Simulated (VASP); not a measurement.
# CsLiCr2Te2S3 (P6/mmm) in VASP: relaxation of cell and atoms with PBE

Aim: the relaxation of cell and atoms of CsLiCr2Te2S3 with PBE.

All numbers are computed with VASP 6.6.1; they aren't measurements. Logs are shortened: lines on timing, memory, paths and dates and some standing lists are left out, and cuts for length are marked.

## Step 1: The structure

It takes space group P6/mmm (No. 191, hexagonal). Conventional cell: a = 5.265 Å, b = 5.265 Å, c = 9.786 Å, α = 90.00°, β = 90.00°, γ = 120.00°. Cs (site symmetry 6/mmm) is surrounded by 2 Te at 2.58 Å and 6 S at 2.63 Å. Li (site symmetry 6/mmm) is surrounded by 2 Te at 2.32 Å. Around Cr (site symmetry -6m2) lie 3 Li at 3.04 Å and 3 Cr at 3.04 Å. Te (site symmetry 6mm) is surrounded by 1 Li at 2.32 Å and 1 Cs at 2.58 Å. S (site symmetry mmm) has 4 S at 2.63 Å and 2 Cs at 2.63 Å as nearest neighbours.

The cell was built by a generator and needn't be a form met in nature.

## Step 2: Relaxation of cell and atoms, PBE, collinear spin, ferromagnetic start

INCAR reads:

```
SYSTEM = CsLiCr2Te2S3
PREC = Normal
ENCUT = 520
EDIFF = 1E-4
ISMEAR = 0
SIGMA = 0.15
LREAL = Auto
LASPH = .TRUE.
NELM = 60
ALGO = Fast
ISIF = 3
LWAVE = .FALSE.
LCHARG = .FALSE.
ISPIN = 2
MAGMOM = 0 0 3 3 0 0 0 0 0
LORBIT = 11
LMAXMIX = 4
GGA = PE
IBRION = 2
NSW = 24
EDIFFG = -0.08
KPAR = 2
```

KPOINTS reads:

```
Automatic mesh
0
G
  3 3 2
  0 0 0
```

POSCAR reads:

```
CsLiCr2Te2S3
1.0
    5.2653799900      0.0000000000      0.0000000000
   -2.6326899900      4.5599528300      0.0000000000
    0.0000000000      0.0000000000      9.7861983800
Cs Li Cr Te S
1 1 2 2 3
Direct
    0.0000000000      0.0000000000      0.5000000000
    0.0000000000      0.0000000000      0.0000000000
    0.3333333300      0.6666666700      0.0000000000
    0.6666666700      0.3333333300      0.0000000000
    0.0000000000      0.0000000000      0.7631484500
    0.0000000000      0.0000000000      0.2368515500
    0.5000000000      0.0000000000      0.5000000000
    0.0000000000      0.5000000000      0.5000000000
    0.5000000000      0.5000000000      0.5000000000
```

Potentials or basis: VASP PAW PBE potentials, release 64 (Cs_sv, Li_sv, Cr_pv, Te, S).

Command:

```
$ cat potpaw_PBE.64/Cs_sv/POTCAR potpaw_PBE.64/Li_sv/POTCAR potpaw_PBE.64/Cr_pv/POTCAR potpaw_PBE.64/Te/POTCAR potpaw_PBE.64/S/POTCAR > POTCAR
$ mpirun -np 2 vasp_std > vasp.out
```

OUTCAR:

```text
SYSTEM = CsLiCr2Te2S3
   PREC = Normal
   ENCUT = 520
   EDIFF = 1E-4
   ISMEAR = 0
   LREAL = Auto
   LASPH = .TRUE.
   NELM = 60
   ISIF = 3
   ISPIN = 2
   LORBIT = 11
   GGA = PE
   IBRION = 2
   NSW = 24
   EDIFFG = -0.08

 ion  position               nearest neighbor table
   1  0.000  0.000  0.500-   5 2.58   6 2.58   8 2.63   8 2.63   7 2.63   7 2.63   9 2.63   9 2.63

   2  0.000  0.000  0.000-   5 2.32   6 2.32
   3  0.333  0.667  0.000-   4 3.04   4 3.04   4 3.04
   4  0.667  0.333  0.000-   3 3.04   3 3.04   3 3.04
   5  0.000  0.000  0.763-   2 2.32   1 2.58
   6  0.000  0.000  0.237-   2 2.32   1 2.58
   7  0.500  0.000  0.500-   9 2.63   9 2.63   1 2.63   1 2.63   8 2.63   8 2.63
   8  0.000  0.500  0.500-   1 2.63   1 2.63   9 2.63   9 2.63   7 2.63   7 2.63
   9  0.500  0.500  0.500-   7 2.63   7 2.63   8 2.63   8 2.63   1 2.63   1 2.63

  LATTYP: Found a hexagonal cell.
 ALAT       =     5.2653799900
 C/A-ratio  =     1.8585929978

  Lattice vectors:

 A1 = (   5.2653799900,   0.0000000000,   0.0000000000)
 A2 = (  -2.6326899900,   4.5599528300,   0.0000000000)
 A3 = (   0.0000000000,   0.0000000000,   9.7861983800)

Analysis of symmetry for initial positions (statically):
=====================================================================
 Subroutine PRICEL returns:
 Original cell was already a primitive cell.

 Routine SETGRP: Setting up the symmetry group for a
 hexagonal supercell.

 Subroutine GETGRP returns: Found 24 space group operations
 (whereof 24 operations were pure point group operations)
 out of a pool of 24 trial point group operations.

The static configuration has the point symmetry D_6h.

Analysis of symmetry for dynamics (positions and initial velocities):
=====================================================================
 Subroutine PRICEL returns:
 Original cell was already a primitive cell.

 Routine SETGRP: Setting up the symmetry group for a
 hexagonal supercell.

 Subroutine GETGRP returns: Found 24 space group operations
 (whereof 24 operations were pure point group operations)
 out of a pool of 24 trial point group operations.

The dynamic configuration has the point symmetry D_6h.

Analysis of structural, dynamic, and magnetic symmetry:
=====================================================================
 Subroutine PRICEL returns:
 Original cell was already a primitive cell.

 Routine SETGRP: Setting up the symmetry group for a
 hexagonal supercell.

 Subroutine GETGRP returns: Found 24 space group operations
 (whereof 24 operations were pure point group operations)
 out of a pool of 24 trial point group operations.

The overall configuration has the point symmetry D_6h.

 Subroutine INISYM returns: Found 24 space group operations
 (whereof 24 operations are pure point group operations),
 and found     1 'primitive' translations

----------------------------------------------------------------------------------------

                                     Primitive cell

  volume of cell :     234.9655

  direct lattice vectors                    reciprocal lattice vectors
     5.265379990  0.000000000  0.000000000     0.189919816  0.109650257  0.000000000
    -2.632689990  4.559952830  0.000000000     0.000000000  0.219300514  0.000000000
     0.000000000  0.000000000  9.786198380     0.000000000  0.000000000  0.102184726

  length of vectors
     5.265379990  5.265379986  9.786198380     0.219300514  0.219300514  0.102184726

  position of ions in fractional coordinates (direct lattice)
     0.000000000  0.000000000  0.500000000
     0.000000000  0.000000000  0.000000000
     0.333333330  0.666666670  0.000000000
     0.666666670  0.333333330  0.000000000
     0.000000000  0.000000000  0.763148450
     0.000000000  0.000000000  0.236851550
     0.500000000  0.000000000  0.500000000
     0.000000000  0.500000000  0.500000000
     0.500000000  0.500000000  0.500000000
[... 48 lines left out ...]
   number of dos      NEDOS =    301   number of ions     NIONS =      9
   total plane-waves  NPLWV =  50400
   dimension x,y,z NGX =    30 NGY =   30 NGZ =   56
   dimension x,y,z NGXF=    60 NGYF=   60 NGZF=  112
   ions per type =               1   1   2   2   3
   NGX,Y,Z   is equivalent  to a cutoff of   9.47,  9.47,  9.51 a.u.
   NGXF,Y,Z  is equivalent  to a cutoff of  18.94, 18.94, 19.03 a.u.
 SYSTEM =  CsLiCr2Te2S3
   PREC   = normal    normal or accurate (medium, high low for compatibility)
   ISTART =      0    job   : 0-new  1-cont  2-samecut
   ICHARG =      2    charge: 1-file 2-atom 10-const
   ISPIN  =      2    spin polarized calculation?
   LNONCOLLINEAR =      F non collinear calculations
   LSORBIT =      F    spin-orbit coupling
   LASPH  =      T    aspherical Exc in radial PAW
   ENCUT  =  520.0 eV  38.22 Ry    6.18 a.u.   9.79  9.79 18.20*2*pi/ulx,y,z
   NELM   =     60;   NELMIN=  2; NELMDL= -5     # of ELM steps
   EDIFF  = 0.1E-03   stopping-criterion for ELM
   LREAL  =      T    real-space projection
   EDIFFG = -.8E-01   stopping-criterion for IOM
   NSW    =     24    number of steps for IOM
   IBRION =      2    ionic relax: 0-MD 1-quasi-New 2-CG
   NFREE  =      1    steps in history (QN), initial steepest desc. (CG)
   ISIF   =      3    stress and relaxation
   ISYM   =      2    0-nonsym 1-usesym 2-fastsym
   POTIM  = 0.5000    time-step for ionic-motion
   TEBEG  =    0.0;   TEEND  =   0.0 temperature during run
   PSTRESS=    0.0 pullay stress
   NELECT =      66.0000    total number of electrons
   NUPDOWN=      -1.0000    fix difference up-down
   EMIN   =  10.00;   EMAX   =-10.00  energy-range for DOS
   EFERMI =   0.00;   METHOD = LEGACY
   ISMEAR =     0;   SIGMA  =   0.15  broadening in eV -4-tet -1-fermi 0-gaus
   EFERMI_NEDOS =   21; number of points for ismear=-14 and -15
   IALGO  =     68    algorithm
   IMIX   =      4    mixing-type and parameters
     AMIX     =   0.40;   BMIX     =  1.00
     AMIX_MAG =   1.60;   BMIX_MAG =  1.00
  volume/ion in A,a.u.               =      26.11       176.18
  Fermi-wavevector in a.u.,A,eV,Ry     =   1.072148  2.026066 15.639918  1.149502
  Thomas-Fermi vector in A             =   2.207910
   LORBIT       =     11    0 simple, 1 ext, 2 COOP (PROOUT), +10 PAW based schemes
   GGA     = PE    functional components
   LHFCALC =     F    Hartree Fock is set to
   AEXX    =    0.0000 exact exchange contribution
   IVDW    =     0    specifies the selected vdW correction
   LEPSILON=     F    determine dielectric tensor
   LRPA    =     F    only Hartree local field effects (RPA)
 conjugate gradient relaxation of ions
 spin polarized calculation
 RMM-DIIS sequential band-by-band and
 Gauss-broadening in eV      SIGMA  =   0.15
  energy-cutoff  :      520.00
  volume of cell :      234.97
 maximum number of plane-waves:      6349
   NGX = 19   NGY = 19   NGZ = 37

--------------------------------------- Ionic step        1  -------------------------------------------

 number of electron      66.0000154 magnetization       0.6066461

 number of electron      66.0000153 magnetization      -0.4994746

 Free energy of the ion-electron system (eV)
  ---------------------------------------------------
  ext. energy  EPLUGINS =         0.00000000
  ---------------------------------------------------
  free energy    TOTEN  =       -22.56750107 eV

  energy without entropy =      -22.39854983  energy(sigma->0) =      -22.48302545

------------------------ aborting loop because EDIFF is reached ----------------------------------------

  FORCE on cell =-STRESS in cart. coord.  units (eV):
  Direction    XX          YY          ZZ          XY          YZ          ZX
  --------------------------------------------------------------------------------------
  -------------------------------------------------------------------------------------
  Total        3.8860097      3.8860097     31.8707304      0.0000000      0.0000000      0.0000000
  in kB       26.4978343     26.4978343    217.3194088      0.0000000      0.0000000      0.0000000
  external PRESSURE =      90.1050258 kB  Pullay stress =       0.0000000 kB
[... 112 lines left out ...]
  FREE ENERGIE OF THE ION-ELECTRON SYSTEM (eV)
  ---------------------------------------------------
  free  energy   TOTEN  =       -30.6087660497 eV

  energy  without entropy=      -30.5568945634  energy(sigma->0) =      -30.58283031

[... ionic steps 4 to 15 ...]

--------------------------------------- Ionic step       16  -------------------------------------------

 number of electron      66.0000018 magnetization      -9.0567109

------------------------ aborting loop because EDIFF is reached ----------------------------------------
[... 81 lines left out ...]
--------------------------------------- Ionic step       18  -------------------------------------------

 number of electron      66.0000016 magnetization      -9.0546294

 Free energy of the ion-electron system (eV)
  ---------------------------------------------------
  ext. energy  EPLUGINS =         0.00000000
  ---------------------------------------------------
  free energy    TOTEN  =       -31.18522481 eV

  energy without entropy =      -31.13003534  energy(sigma->0) =      -31.15763007

 E-fermi :   0.5131     XC(G=0):  -7.0204

 val. band max:        0.5045751203   @ k =   0.0000   0.0000   0.0000
 cond. band min:       0.5714171977   @ k =   0.0000   0.0000   0.5000
 fundamental gap:      0.0668420774
 Fermi energy:         0.5130690027

 spin component 1

 k-point     1 :       0.0000    0.0000    0.0000
  band No.  band energies     occupation
      1     -44.7178      1.00000
      2     -38.9984      1.00000
      3     -38.9983      1.00000
      4     -38.9637      1.00000
      5     -38.9637      1.00000
      6     -38.8986      1.00000
[... 259 lines left out ...]
     41       3.6190      0.00000
     42       3.9843      0.00000
 Fermi energy:         0.5130690027

 spin component 2

 k-point     1 :       0.0000    0.0000    0.0000
  band No.  band energies     occupation
      1     -44.7134      1.00000
      2     -43.1297      1.00000
      3     -43.1297      1.00000
      4     -43.0983      1.00000
      5     -43.0983      1.00000
      6     -43.0705      1.00000
[... 295 lines left out ...]
  FREE ENERGIE OF THE ION-ELECTRON SYSTEM (eV)
  ---------------------------------------------------
  free  energy   TOTEN  =       -31.1852248055 eV

  energy  without entropy=      -31.1300353394  energy(sigma->0) =      -31.15763007

 reached required accuracy - stopping structural energy minimisation

 total charge

# of ion       s       p       d       tot
------------------------------------------
    1        1.865   4.570   0.266   6.701
    2        2.036   0.088   0.000   2.124
    3        0.176   6.029   4.177  10.382
    4        0.176   6.029   4.177  10.382
    5        1.394   1.891   0.006   3.290
    6        1.394   1.891   0.006   3.290
    7        1.403   2.163   0.000   3.567
    8        1.403   2.163   0.000   3.567
    9        1.403   2.163   0.000   3.567
--------------------------------------------------
tot         11.250  26.989   8.631  46.870

 magnetization (x)

# of ion       s       p       d       tot
------------------------------------------
    1       -0.000   0.000  -0.000  -0.000
    2        0.003  -0.003   0.000   0.000
    3       -0.084  -0.038  -4.105  -4.228
    4       -0.084  -0.038  -4.105  -4.228
    5       -0.001   0.215  -0.001   0.213
    6       -0.001   0.215  -0.001   0.213
    7        0.000   0.001   0.000   0.001
    8        0.000   0.001   0.000   0.001
    9        0.000   0.001   0.000   0.001
--------------------------------------------------
tot         -0.167   0.353  -8.212  -8.027
```

Run time: 10 min. Hardware: 2 MPI ranks of Intel Xeon 6975P-C (Granite Rapids), shared host; peak memory 0.28 GiB.

These settings aren't checked as converged: the numbers below hold their error.

Results:

| Quantity | Value |
| --- | --- |
| Free energy | -31.1852 eV |
| Relaxed volume | 39.70 Å³/atom |
| Relaxed cell | a = 5.528 Å, b = 5.528 Å, c = 13.500 Å, α = 90.00°, β = 90.00°, γ = 120.00° |
| Space group after relaxing (to 0.05 Å) | P6/mmm (No. 191) |
| Energy gained by relaxing | 957.5 meV/atom |
| Ionic steps | 18 |
| Largest force after relaxing | 0.080 eV/Å |
| Band gap on the k mesh | none (metal or under the smearing width) |
| Net moment | -9.05 μB per cell |
| Site moments | Cs -0.00; Li +0.00; Cr -4.23; Te +0.21; S +0.00 μB |
| Valence electrons inside the program's atomic spheres | Cs 6.70; Li 2.12; Cr 10.38; Te 3.29; S 3.57 |

Caveat: the k mesh is coarse (spacing up to 0.46 Å⁻¹), so the values aren't converged; the cutoff is under 1.25 times the usual one of these potentials, so pressure, stress and relaxed cells hold a basis-set (Pulay) error; the volume moved by over 15 % at a fixed basis, so the end points are rough; only a ferromagnetic start was run, and an antiferromagnetic order may lie lower in energy; the relaxation stopped at a loose force limit of 0.08 eV/Å, so its end isn't a converged minimum.
